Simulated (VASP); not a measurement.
```yaml
crystal:
  lattice:
    - [4.00234, 0.00000, 0.00000]
    - [0.00000, 4.00234, 0.00000]
    - [0.00000, 0.00000, 4.00234]
  atoms:
    - { symbol: K, position: [0.50000, 0.50000, 0.50000] }
    - { symbol: Mg, position: [0.00000, 0.00000, 0.00000] }
    - { symbol: F, position: [0.00000, 0.50000, 0.00000] }
    - { symbol: F, position: [0.50000, 0.00000, 0.00000] }
    - { symbol: F, position: [0.00000, 0.00000, 0.50000] }
```

All values below come from PBE GGA, VASP's PBE PAW potentials (set 64) (plane waves; VASP 6.6.1). Run with 400 eV cut-off, 4×4×4 Γ-centred mesh, Fermi-Dirac smearing of 0.020 eV, potentials K_sv Mg F.

### Question
Give the electronic dielectric tensor ε∞ (DFPT, local fields included).

### Answer

```
2.06  0.00  0.00
0.00  2.06  0.00
0.00  0.00  2.06
```

### Question
Give the Born effective charges.

### Answer

```tsv
atom	Z*xx	Z*yy	Z*zz	mean
K1	1.17	1.17	1.17	1.17
Mg2	1.99	1.99	1.99	1.99
F3	-0.96	-1.25	-0.96	-1.06
F4	-1.25	-0.96	-0.96	-1.06
F5	-0.96	-0.96	-1.25	-1.06
```

### Question
And the static tensor with the ions free?

### Answer

```
6.22  0.00  0.00
0.00  6.22  0.00
0.00  0.00  6.22
```

### Question
Which frequencies do the optical Γ-point modes have (no LO-TO splitting)?

### Answer
157 (×3), 196 (×3), 291 (×3), 468 (×3) cm⁻¹.

The structure comes from a computed database's KMgF3 entry; how it stands against other phases isn't given here. The cell was not relaxed at this level. The run is one of a series of settings (EDIFF = 1E-8, IBRION = 8, LEPSILON = .TRUE., NSW = 1 against the base run), some of them coarse on purpose.
